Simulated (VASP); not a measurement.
# A VASP study of YB6 (LDA): structure first, properties next, part 4 of 6

Aim: relax YB6, then compute properties on the relaxed cell. The start is a computed cell from the Materials Project.

VASP 6.6.1; LDA; plane waves and PAW (Y_sv, B).

Still holding for the runs below: This run has no spin polarisation. Its electron count is odd, so without a moment it is a metal by construction.

So far. Step 5 (Band structure (LDA)): Of the bands kept, 1 crosses the Fermi level on this path. Step 6 (Density of states (LDA)): The finer mesh and the other smearing move the Fermi level by -0.02 eV from the 6×6×6 run, a small shift, which tests the Fermi level alone. Of the states within 0.3 eV of the Fermi level, the largest shares in the PAW spheres are Y d 33 % and B p 23 %. The rest lies in smaller channels or between the spheres.

### Step 7. Zone-centre phonons (LDA)

Zone-centre modes test whether the atoms sit at a minimum within this cell. IBRION = 8 takes the force constants from linear response, which needs tightly converged orbitals.

File INCAR:

```
SYSTEM = YB6
PREC = Accurate
ENCUT = 420
EDIFF = 1E-08
NELM = 100
ISMEAR = 1
SIGMA = 0.2
LREAL = .FALSE.
ALGO = Normal
GGA = CA
NBANDS = 21
LASPH = .TRUE.
LORBIT = 11
LWAVE = .FALSE.
LCHARG = .FALSE.
KPAR = 4
IBRION = 8
ISIF = 2
```

File POSCAR:

```
YB6
1.0
    4.0432794235      0.0000000000      0.0000000000
    0.0000000000      4.0432794235      0.0000000000
    0.0000000000      0.0000000000      4.0432794235
Y B
1 6
Direct
    0.0000000000      0.0000000000      0.0000000000
    0.8009732135      0.5000000000      0.5000000000
    0.1990267865      0.5000000000      0.5000000000
    0.5000000000      0.5000000000      0.8009732135
    0.5000000000      0.5000000000      0.1990267865
    0.5000000000      0.1990267865      0.5000000000
    0.5000000000      0.8009732135      0.5000000000
```

File KPOINTS:

```
Automatic mesh
0
Gamma
8 8 8
0 0 0
```

PAW data sets: Y_sv and B (LDA family, release 64).

Run with:

```console
> mpirun -np 4 vasp_std
```

Log:

```text
[... set-up lines as in an earlier step ...]
 entering main loop
       N       E                     dE             d eps       ncg     rms          rms(c)
DAV:   1     0.691881858750E+02    0.69188E+02   -0.12448E+04  1470   0.110E+03
DAV:   2    -0.598150987743E+02   -0.12900E+03   -0.12470E+03  1872   0.239E+02
DAV:   3    -0.643383460244E+02   -0.45232E+01   -0.44838E+01  2255   0.390E+01
DAV:   4    -0.644065325237E+02   -0.68186E-01   -0.68016E-01  2044   0.436E+00
DAV:   5    -0.644080690112E+02   -0.15365E-02   -0.15362E-02  2131   0.497E-01    0.156E+01
DAV:   6    -0.555885873696E+02    0.88195E+01   -0.14182E+01  1906   0.232E+01    0.139E+01
DAV:   7    -0.546578882637E+02    0.93070E+00   -0.75813E+00  2018   0.124E+01    0.128E+01
DAV:   8    -0.550534307691E+02   -0.39554E+00   -0.33897E+00  1772   0.957E+00    0.367E+00
DAV:   9    -0.546265584088E+02    0.42687E+00   -0.15876E+00  1696   0.630E+00    0.308E-01
DAV:  10    -0.546318042078E+02   -0.52458E-02   -0.83876E-02  1892   0.157E+00    0.958E-01
DAV:  11    -0.546318543456E+02   -0.50138E-04   -0.19890E-03  1897   0.245E-01    0.466E-01
DAV:  12    -0.546315421996E+02    0.31215E-03   -0.94015E-04  1868   0.167E-01    0.196E-01
DAV:  13    -0.546315178348E+02    0.24365E-04   -0.13272E-04  1858   0.705E-02    0.394E-02
DAV:  14    -0.546315190979E+02   -0.12631E-05   -0.61727E-06  1856   0.156E-02    0.391E-02
DAV:  15    -0.546315175051E+02    0.15927E-05   -0.45921E-06  2228   0.112E-02    0.129E-02
DAV:  16    -0.546315173546E+02    0.15057E-06   -0.45890E-07  1967   0.372E-03    0.806E-03
DAV:  17    -0.546315173202E+02    0.34414E-07   -0.10553E-07  2205   0.177E-03    0.157E-03
DAV:  18    -0.546315173202E+02   -0.68894E-10   -0.54776E-09  1130   0.446E-04
   1 F= -.54631517E+02 E0= -.54631778E+02  d E =0.781925E-03
 Linear response reoptimize wavefunctions to high precision
DAV:   1    -0.546315173197E+02    0.57730E-09   -0.19883E-09  1278   0.274E-04
DAV:   2    -0.546315173197E+02   -0.47066E-10   -0.36274E-10  1070   0.113E-04
 Linear response DOF=           3
 Linear response progress:
  Degree of freedom:   1/  3
       N       E                     dE             d eps       ncg     rms          rms(c)
RMM:   1    -0.293703305713E+00   -0.29370E+00    0.28747E+00  3844   0.921E+00
RMM:   2    -0.284946474386E+00    0.87568E-02   -0.10919E-01  4976   0.152E+00    0.240E-01
RMM:   3    -0.286187746926E+00   -0.12413E-02   -0.90874E-03  5584   0.406E-01    0.185E-01
RMM:   4    -0.286384681100E+00   -0.19693E-03   -0.14352E-03  6565   0.143E-01    0.790E-02
RMM:   5    -0.286418330698E+00   -0.33650E-04   -0.21388E-04  6818   0.491E-02    0.104E-02
RMM:   6    -0.286414572389E+00    0.37583E-05   -0.32817E-05  7129   0.179E-02    0.625E-03
RMM:   7    -0.286377173791E+00    0.37399E-04   -0.11473E-05  7060   0.923E-03    0.191E-03
RMM:   8    -0.286366315386E+00    0.10858E-04   -0.85607E-06  7109   0.447E-03    0.470E-04
RMM:   9    -0.286364277292E+00    0.20381E-05   -0.17543E-05  7368   0.257E-03    0.264E-04
RMM:  10    -0.286363798715E+00    0.47858E-06   -0.15389E-05  7488   0.163E-03    0.112E-04
RMM:  11    -0.286364098390E+00   -0.29968E-06   -0.10983E-05  7869   0.113E-03    0.158E-04
RMM:  12    -0.286363488085E+00    0.61030E-06   -0.79076E-06  7440   0.859E-04    0.303E-04
RMM:  13    -0.286365008547E+00   -0.15205E-05   -0.57706E-06  7055   0.734E-04    0.799E-05
RMM:  14    -0.286366784187E+00   -0.17756E-05   -0.34262E-06  7413   0.596E-04    0.206E-04
RMM:  15    -0.286366899687E+00   -0.11550E-06   -0.21954E-06  7544   0.469E-04    0.166E-04
RMM:  16    -0.286366873135E+00    0.26552E-07   -0.20500E-06  7103   0.406E-04    0.790E-05
RMM:  17    -0.286367187481E+00   -0.31435E-06   -0.18875E-06  7366   0.353E-04    0.342E-05
RMM:  18    -0.286367112429E+00    0.75051E-07   -0.15483E-06  7880   0.297E-04    0.755E-06
RMM:  19    -0.286367223407E+00   -0.11098E-06   -0.12420E-06  7598   0.259E-04    0.987E-06
RMM:  20    -0.286367337086E+00   -0.11368E-06   -0.96916E-07  7381   0.229E-04    0.106E-05
RMM:  21    -0.286367428209E+00   -0.91123E-07   -0.74979E-07  7357   0.206E-04    0.137E-05
RMM:  22    -0.286367580366E+00   -0.15216E-06   -0.60716E-07  7439   0.187E-04    0.533E-06
RMM:  23    -0.286367692708E+00   -0.11234E-06   -0.46346E-07  7722   0.170E-04    0.736E-07
RMM:  24    -0.286367710381E+00   -0.17673E-07   -0.36729E-07  6716   0.154E-04    0.487E-06
RMM:  25    -0.286367750916E+00   -0.40535E-07   -0.30880E-07  7094   0.142E-04    0.593E-06
RMM:  26    -0.286367691237E+00    0.59679E-07   -0.24274E-07  6520   0.132E-04    0.164E-05
RMM:  27    -0.286367689216E+00    0.20210E-08   -0.20903E-07  5076   0.123E-04    0.205E-05
RMM:  28    -0.286367721065E+00   -0.31849E-07   -0.15830E-07  5330   0.116E-04    0.207E-05
RMM:  29    -0.286367723185E+00   -0.21193E-08   -0.11830E-07  4862   0.109E-04    0.233E-05
RMM:  30    -0.286367741111E+00   -0.17926E-07   -0.87204E-08  5723   0.104E-04    0.241E-05
 first order change of Fermi-energy   0.61208E-05
 force on displaced ion       1 direction 1 :  -1.791  -0.000  -0.000
 Linear response progress:
  Degree of freedom:   2/  3
       N       E                     dE             d eps       ncg     rms          rms(c)
RMM:   1    -0.600653142944E-01   -0.60065E-01    0.29254E-02  7625   0.119E+00
RMM:   2    -0.542214704590E-01    0.58438E-02   -0.52034E-03  5803   0.315E-01    0.252E-01
RMM:   3    -0.531739013507E-01    0.10476E-02   -0.39594E-03  5314   0.242E-01    0.106E-01
RMM:   4    -0.535374913564E-01   -0.36359E-03   -0.78923E-04  5747   0.116E-01    0.356E-02
RMM:   5    -0.537097307149E-01   -0.17224E-03   -0.50447E-05  6131   0.398E-02    0.116E-02
RMM:   6    -0.537629663175E-01   -0.53236E-04   -0.13692E-05  6382   0.157E-02    0.315E-03
RMM:   7    -0.537569234803E-01    0.60428E-05   -0.30705E-06  6556   0.739E-03    0.783E-04
RMM:   8    -0.537589988001E-01   -0.20753E-05   -0.12534E-06  6870   0.288E-03    0.178E-04
RMM:   9    -0.537589010261E-01    0.97774E-07    0.22058E-07  7139   0.126E-03    0.930E-05
RMM:  10    -0.537590274499E-01   -0.12642E-06    0.76708E-07  7285   0.617E-04    0.455E-05
RMM:  11    -0.537591628906E-01   -0.13544E-06   -0.19255E-08  7336   0.342E-04    0.202E-05
RMM:  12    -0.537592013799E-01   -0.38489E-07   -0.86882E-08  7352   0.208E-04    0.167E-05
RMM:  13    -0.537592624470E-01   -0.61067E-07   -0.16626E-07  7344   0.139E-04    0.640E-06
RMM:  14    -0.537592755393E-01   -0.13092E-07    0.15513E-08  7464   0.996E-05    0.862E-06
RMM:  15    -0.537592749201E-01    0.61920E-09   -0.58468E-08  7228   0.762E-05    0.474E-06
 first order change of Fermi-energy  -0.18874E+00
 force on displaced ion       2 direction 1 : -43.497  -0.000  -0.000
 Linear response progress:
  Degree of freedom:   3/  3
       N       E                     dE             d eps       ncg     rms          rms(c)
RMM:   1    -0.525079356340E-01   -0.52508E-01    0.58396E-03 17831   0.109E+00
RMM:   2    -0.470691059338E-01    0.54388E-02   -0.42506E-03 13120   0.285E-01    0.174E-01
RMM:   3    -0.466391013570E-01    0.43000E-03   -0.17711E-03 12671   0.163E-01    0.831E-02
RMM:   4    -0.469545514956E-01   -0.31545E-03   -0.68770E-04 13193   0.977E-02    0.209E-02
RMM:   5    -0.470129505188E-01   -0.58399E-04   -0.72384E-05 14067   0.320E-02    0.645E-03
RMM:   6    -0.470403826294E-01   -0.27432E-04   -0.18169E-05 14399   0.132E-02    0.282E-03
RMM:   7    -0.470157071716E-01    0.24675E-04   -0.43603E-06 14333   0.730E-03    0.494E-04
RMM:   8    -0.470177891898E-01   -0.20820E-05   -0.37828E-06 15795   0.247E-03    0.204E-04
RMM:   9    -0.470174589459E-01    0.33024E-06   -0.11707E-06 16549   0.105E-03    0.795E-05
RMM:  10    -0.470179013916E-01   -0.44245E-06   -0.84267E-07 16329   0.550E-04    0.483E-05
RMM:  11    -0.470178224754E-01    0.78916E-07   -0.31116E-07 16913   0.303E-04    0.141E-05
RMM:  12    -0.470178397303E-01   -0.17255E-07   -0.17589E-07 16988   0.180E-04    0.134E-05
RMM:  13    -0.470178305665E-01    0.91638E-08   -0.10123E-07 17067   0.120E-04    0.346E-06
RMM:  14    -0.470178176104E-01    0.12956E-07   -0.86809E-08 16832   0.863E-05    0.489E-06
RMM:  15    -0.470178186776E-01   -0.10672E-08   -0.45010E-08 16730   0.665E-05    0.319E-06
 first order change of Fermi-energy  -0.58137E-05
 force on displaced ion       2 direction 2 :   0.000 -14.128   0.000
 Linear response finished
```

It took 2.7 min on 4 MPI ranks of Intel Xeon 6975P-C (Granite Rapids), shared host; peak memory 1.8 GiB; 10 min of CPU time.

Parts of OUTCAR (step 7):

```text
   k-points           NKPTS =     35   k-points in BZ     NKDIM =     35   number of bands    NBANDS=     21

   NELECT =      29.0000    total number of electrons

  Total       -0.0426267     -0.0426267     -0.0426267      0.0000000      0.0000000     -0.0000000
  in kB       -1.0332156     -1.0332156     -1.0332156      0.0000000      0.0000000     -0.0000000
  external PRESSURE =      -1.0332156 kB  Pullay stress =       0.0000000 kB

 POSITION                                       TOTAL-FORCE (eV/Angst)
 -----------------------------------------------------------------------------------
      0.00000      0.00000      0.00000         0.000000      0.000000      0.000000
      3.23856      2.02164      2.02164         0.021265      0.000000      0.000000
      0.80472      2.02164      2.02164        -0.021265     -0.000000     -0.000000
      2.02164      2.02164      3.23856        -0.000000     -0.000000      0.021265
      2.02164      2.02164      0.80472         0.000000      0.000000     -0.021265
      2.02164      0.80472      2.02164        -0.000000     -0.021265     -0.000000
      2.02164      3.23856      2.02164         0.000000      0.021265      0.000000
 -----------------------------------------------------------------------------------
    total drift:                               -0.000000     -0.000000     -0.000000

 Eigenvectors and eigenvalues of the dynamical matrix
 ----------------------------------------------------

   1 f  =   41.685620 THz   261.918472 2PiTHz 1390.482597 cm-1   172.397792 meV
             X         Y         Z           dx          dy          dz
      0.000000  0.000000  0.000000    -0.000000   -0.000000    0.000000
      3.238559  2.021640  2.021640    -0.408248    0.000000    0.000000
      0.804721  2.021640  2.021640     0.408248    0.000000    0.000000
      2.021640  2.021640  3.238559     0.000000   -0.000000   -0.408248
      2.021640  2.021640  0.804721     0.000000   -0.000000    0.408248
      2.021640  0.804721  2.021640     0.000000    0.408248   -0.000000
      2.021640  3.238559  2.021640     0.000000   -0.408248   -0.000000

   2 f  =   36.909831 THz   231.911309 2PiTHz 1231.179446 cm-1   152.646728 meV
             X         Y         Z           dx          dy          dz
      0.000000  0.000000  0.000000    -0.000000   -0.000000   -0.000000
      3.238559  2.021640  2.021640    -0.522539   -0.000000    0.000000
      0.804721  2.021640  2.021640     0.522539   -0.000000   -0.000000
      2.021640  2.021640  3.238559     0.000000   -0.000000    0.048633
      2.021640  2.021640  0.804721     0.000000    0.000000   -0.048633
      2.021640  0.804721  2.021640     0.000000   -0.473907    0.000000
      2.021640  3.238559  2.021640    -0.000000    0.473907    0.000000

   3 f  =   36.909831 THz   231.911309 2PiTHz 1231.179446 cm-1   152.646728 meV
             X         Y         Z           dx          dy          dz
      0.000000  0.000000  0.000000    -0.000000   -0.000000   -0.000000
      3.238559  2.021640  2.021640     0.245532    0.000000   -0.000000
      0.804721  2.021640  2.021640    -0.245532   -0.000000   -0.000000
      2.021640  2.021640  3.238559     0.000000    0.000000   -0.575298
      2.021640  2.021640  0.804721     0.000000    0.000000    0.575298
      2.021640  0.804721  2.021640    -0.000000   -0.329766    0.000000
      2.021640  3.238559  2.021640    -0.000000    0.329766   -0.000000

   4 f  =   26.964153 THz   169.420772 2PiTHz  899.427339 cm-1   111.514727 meV
             X         Y         Z           dx          dy          dz
      0.000000  0.000000  0.000000    -0.008286   -0.004910   -0.000175
      3.238559  2.021640  2.021640    -0.492556    0.149497    0.005313
      0.804721  2.021640  2.021640    -0.492556    0.149497    0.005313
      2.021640  2.021640  3.238559     0.252265    0.149497   -0.010373
      2.021640  2.021640  0.804721     0.252265    0.149497   -0.010373
      2.021640  0.804721  2.021640     0.252265   -0.291898    0.005313
[...]
2.021640  0.804721  2.021640     0.149490    0.491161   -0.019760
      2.021640  3.238559  2.021640     0.149490    0.491161   -0.019760

   7 f  =   22.141142 THz   139.116899 2PiTHz  738.549003 cm-1    91.568365 meV
             X         Y         Z           dx          dy          dz
      0.000000  0.000000  0.000000     0.000000    0.000000    0.000000
      3.238559  2.021640  2.021640     0.000000   -0.014588    0.499787
      0.804721  2.021640  2.021640     0.000000    0.014588   -0.499787
      2.021640  2.021640  3.238559     0.499787    0.000603   -0.000000
      2.021640  2.021640  0.804721    -0.499787   -0.000603   -0.000000
      2.021640  0.804721  2.021640     0.014588    0.000000   -0.000603
      2.021640  3.238559  2.021640    -0.014588    0.000000    0.000603

   8 f  =   22.141142 THz   139.116899 2PiTHz  738.549003 cm-1    91.568365 meV
             X         Y         Z           dx          dy          dz
      0.000000  0.000000  0.000000     0.000000   -0.000000   -0.000000
      3.238559  2.021640  2.021640    -0.000000    0.499783    0.014586
      0.804721  2.021640  2.021640    -0.000000   -0.499783   -0.014586
      2.021640  2.021640  3.238559     0.014586    0.001939    0.000000
      2.021640  2.021640  0.804721    -0.014586   -0.001939    0.000000
      2.021640  0.804721  2.021640    -0.499783    0.000000   -0.001939
      2.021640  3.238559  2.021640     0.499783    0.000000    0.001939

   9 f  =   22.141142 THz   139.116899 2PiTHz  738.549003 cm-1    91.568365 meV
             X         Y         Z           dx          dy          dz
      0.000000  0.000000  0.000000     0.000000    0.000000    0.000000
      3.238559  2.021640  2.021640    -0.000000   -0.001921   -0.000660
      0.804721  2.021640  2.021640    -0.000000    0.001921    0.000660
      2.021640  2.021640  3.238559    -0.000660    0.499996   -0.000000
      2.021640  2.021640  0.804721     0.000660   -0.499996    0.000000
      2.021640  0.804721  2.021640     0.001921    0.000000   -0.499996
      2.021640  3.238559  2.021640    -0.001921    0.000000    0.499996

  10 f  =   16.684854 THz   104.834028 2PiTHz  556.546812 cm-1    69.002979 meV
             X         Y         Z           dx          dy          dz
      0.000000  0.000000  0.000000     0.000000    0.000000   -0.000000
      3.238559  2.021640  2.021640    -0.000000   -0.008002    0.005176
      0.804721  2.021640  2.021640     0.000000    0.008002   -0.005176
      2.021640  2.021640  3.238559    -0.005176   -0.499909    0.000000
      2.021640  2.021640  0.804721     0.005176    0.499909    0.000000
      2.021640  0.804721  2.021640    -0.008002    0.000000   -0.499909
      2.021640  3.238559  2.021640     0.008002   -0.000000    0.499909

  11 f  =   16.684854 THz   104.834028 2PiTHz  556.546812 cm-1    69.002979 meV
             X         Y         Z           dx          dy          dz
      0.000000  0.000000  0.000000     0.000000    0.000000    0.000000
      3.238559  2.021640  2.021640    -0.000000    0.416588    0.276477
      0.804721  2.021640  2.021640    -0.000000   -0.416588   -0.276477
      2.021640  2.021640  3.238559    -0.276477   -0.003806    0.000000
      2.021640  2.021640  0.804721     0.276477    0.003806    0.000000
      2.021640  0.804721  2.021640     0.416588    0.000000   -0.003806
      2.021640  3.238559  2.021640    -0.416588   -0.000000    0.003806

  12 f  =   16.684854 THz   104.834028 2PiTHz  556.546812 cm-1    69.002979 meV
             X         Y         Z           dx          dy          dz
      0.000000  0.000000  0.000000     0.000000    0.000000   -0.000000
      3.238559  2.021640  2.021640    -0.000000   -0.276388    0.416574
      0.804721  2.021640  2.021640    -0.000000    0.276388   -0.416574
      2.021640  2.021640  3.238559    -0.416574    0.008737    0.000000
    [... 91 further lines ...]
      2.021640  0.804721  2.021640    -0.036468    0.259601   -0.035006
      2.021640  3.238559  2.021640    -0.036468    0.259601   -0.035006

 ELASTIC MODULI CONTR FROM IONIC RELAXATION (kBar)
 Direction    XX          YY          ZZ          XY          YZ          ZX
 --------------------------------------------------------------------------------
 XX         -32.2225    -28.6334    -28.6334     -0.0000      0.0000      0.0000
 YY         -28.6334    -32.2225    -28.6334     -0.0000      0.0000      0.0000
 ZZ         -28.6334    -28.6334    -32.2225     -0.0000      0.0000      0.0000
 XY          -0.0000     -0.0000     -0.0000   -700.5721      0.0000      0.0000
 YZ           0.0000      0.0000      0.0000      0.0000   -700.5721     -0.0000
 ZX           0.0000      0.0000      0.0000      0.0000     -0.0000   -700.5721
 --------------------------------------------------------------------------------

[... 7 parts as in an earlier step ...]

[... 3 further parts left out ...]
```

Energies printed during the response cycles are not total energies of the cell.

This step gave:

* bands: 21
* pressure of the cell: -0.1033 GPa
* largest force of the cell: 0.02126 eV/Å
* Fermi energy: 6.768 eV

The modes at Γ (shares of kinetic energy by element, %):

```tsv
mode	frequency (cm⁻¹)	symmetry	Y %	B %
1	-0.3	acoustic	58	42
2	-0.3	acoustic	58	42
3	-0.3	acoustic	58	42
4	113.5	T1u	42	58
5	113.5	T1u	42	58
6	113.5	T1u	42	58
7	532.0	T2u	0	100
8	532.0	T2u	0	100
9	532.0	T2u	0	100
10	556.5	T1g	0	100
11	556.5	T1g	0	100
12	556.5	T1g	0	100
13	738.5	T2g	0	100
14	738.5	T2g	0	100
15	738.5	T2g	0	100
16	899.4	T1u	0	100
17	899.4	T1u	0	100
18	899.4	T1u	0	100
19	1231.2	Eg	0	100
20	1231.2	Eg	0	100
21	1390.5	A1g	0	100
```

Displacements in mode 6 (113.5 cm⁻¹), the largest set to 1:
```
Y1  -0.01  0.00  0.71
B2   0.01  0.00 -0.96
B3   0.01  0.00 -0.96
B4   0.01  0.00 -1.00
B5   0.01  0.00 -1.00
B6   0.01  0.00 -0.96
B7   0.01  0.00 -0.96
```

Displacements in mode 21 (1390.5 cm⁻¹), the largest set to 1:
```
Y1   0.00  0.00  0.00
B2  -1.00  0.00  0.00
B3   1.00  0.00  0.00
B4   0.00  0.00 -1.00
B5   0.00  0.00  1.00
B6   0.00  1.00  0.00
B7   0.00 -1.00  0.00
```

The three acoustic modes lie within 0.3 cm⁻¹ of zero, and all others are real. By the characters of their eigenvectors the optical modes sort into (cm⁻¹) Raman active: T2g 739, Eg 1231, A1g 1390; infrared active: T1u 113, T1u 899; silent: T2u 532, T1g 557. With a centre of inversion no mode is active in both.

(Continued in part 5 of 6.)

[Lines on the potential files, build, host, timing and source positions are cut from VASP's logs without a mark.]

[Logs are printed without paths, hosts, clocks, repeated set-up lines and the standing remarks that a program may print on its own settings, such as how far it seeks lower states.]

[Hosts, paths, dates, database ids (printed as entryN), source tags and the programs' standing remarks are cut or masked in the printed files.]

[A measured line is paired with the nearest computed mode of its activity, which favours agreement.]
